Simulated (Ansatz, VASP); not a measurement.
## One calculation of Al3VN4, two programs

```
Al V N
1.0
     2.91577   -4.13285    0.00000
     2.91577    4.13285    0.00000
     0.00000    0.00000    2.87628
Al V N
3 1 4
Cartesian
  1.4579 2.0664 0.0000
  2.9158 0.0000 1.4381
  1.4579 -2.0664 0.0000
  0.0000 0.0000 1.4381
  4.3209 0.0000 0.0000
  2.9158 -2.0301 1.4381
  2.9158 2.0301 1.4381
  1.5106 0.0000 0.0000
```

Alike in both runs: functional PBE; k mesh 4 × 4 × 6; occupations gaussian, width 0.1 eV; collinear spin.

Ansatz relaxed the structure, and its values are those at the end. VASP's run is a single point on that final structure, the one shown.

```csv
,VASP,Ansatz
version,VASP 6.6.1,Ansatz 0.2.0
potentials or method,"VASP PAW PBE potentials, release 64 (Al, V_sv, N)","scalar-relativistic, plane waves, PAW"
plane-wave cutoff (eV),520,420
valence electrons in the cell,42,42
```

Ansatz gave:

* gap on the k mesh at the Fermi level (eV): none
* pressure (GPa): 0.0
* rms of the force components (eV/Å): 0.001
* net moment per atom (μB): 0.23
* size of the moment on the site where the two differ most (μB): 1.31

Task: Estimate VASP's values.

Result: gap on the k mesh at the Fermi level (eV): none; pressure (GPa): 0.0; rms of the force components (eV/Å): 0.012; net moment per atom (μB): 0.23; size of the moment on the site where the two differ most (μB): 1.57.

Site moments also hang on the region over which each program counts them. A gap of «none» marks a metal or a gap that the smearing closes.

Caveats: the k mesh is coarse (spacing up to 0.36 Å⁻¹), so the values aren't converged.
